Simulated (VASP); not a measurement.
## CoSi2 (relaxed from the AlB2 structure, space group P6/mmm): computed properties

These are PBEsol GGA, VASP's PBE PAW potentials (set 64) (plane waves; VASP) values and carry that method's errors.

* **space group**: P6/mmm (191)
* **cell**: a = b = 4.1194 Å, c = 2.4759 Å, α = β = 90.00°, γ = 120.00°
* **volume per atom**: 12.13 Å³/atom
* **band gap (over mesh and band path)**: none (metal, semimetal or under 0.01 eV)
* **cell moment**: 0.00 μB
* **band gap with spin-orbit coupling**: none (metallic)
* **density**: 5.25 g/cm³

```xyz
3
Lattice="4.1194 0.0000 0.0000 -2.0597 3.5675 0.0000 0.0000 0.0000 2.4759" Properties=species:S:1:pos:R:3 pbc="T T T"
Co     2.0597     3.5675     0.0000
Si     0.0000     2.3783     1.2379
Si     2.0597     1.1892     1.2379
```

The structure was generated: CoSi2 was put into the AlB2 type (P6/mmm), which need not be its known phase. It was relaxed first, which changed the volume by -51 %. Symmetry was kept, so distortions that lower it aren't found.
